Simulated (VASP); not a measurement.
The input files of a VASP run:

File POSCAR:
```
ZrSi
5.3963380
  0.0000000000   0.5000000058   0.5000000058
  0.5000000058   0.0000000000   0.5000000058
  0.5000000058   0.5000000058   0.0000000000
Zr Si
1 1
Direct
  0.0000000000   0.0000000000   0.0000000000
  0.5000000000   0.5000000000   0.5000000000
```

### INCAR
```
SYSTEM = ZrSi
PREC = Accurate
ENCUT = 400
EDIFF = 1E-7
NELM = 100
ALGO = Normal
LREAL = .FALSE.
LASPH = .TRUE.
ISMEAR = -5
GGA = PE
LMAXMIX = 4
LWAVE = .FALSE.
LCHARG = .TRUE.
LORBIT = 11
NEDOS = 601
ISIF = 2
```

KPOINTS:
```
kpoints
0
Gamma
  13 13 13
0 0 0
```

POTCAR, in this order: Zr_sv Si (PBE.64 set). Program: vasp_std.

Question: Write an equivalent input for Ansatz.

Answer: One equivalent input (not run):
Ansatz 0.2 input:
```yaml
crystal:
  lattice:
    - [0.0000000, 2.6981690, 2.6981690]
    - [2.6981690, 0.0000000, 2.6981690]
    - [2.6981690, 2.6981690, 0.0000000]
  atoms:
    - { symbol: Zr, position: [0.0000000, 0.0000000, 0.0000000] }
    - { symbol: Si, position: [0.5000000, 0.5000000, 0.5000000] }
kpoints:
  mp_grid: { grid: [13, 13, 13] }
hamiltonian:
  xc: pbe
  pseudopotentials: { kind: paw }
scf:
  occupations: { method: tetrahedron }
  max_iter: 100
output: { forces: true, stress: true, eigenvalues: true }
```
The two are equivalent in intent, not identical: each code has its own PAW files, so the cut-off isn't converted (ENCUT is set for VASP's; basis.ecutwfc is left out, and Ansatz then takes the one that its files recommend); Ansatz stops its SCF on the density residual and VASP on the energy change (EDIFF).

The structure was generated: ZrSi was put into the rock salt type (Fm-3m), which need not be its known phase. It was relaxed first, which changed the volume by -33 %.
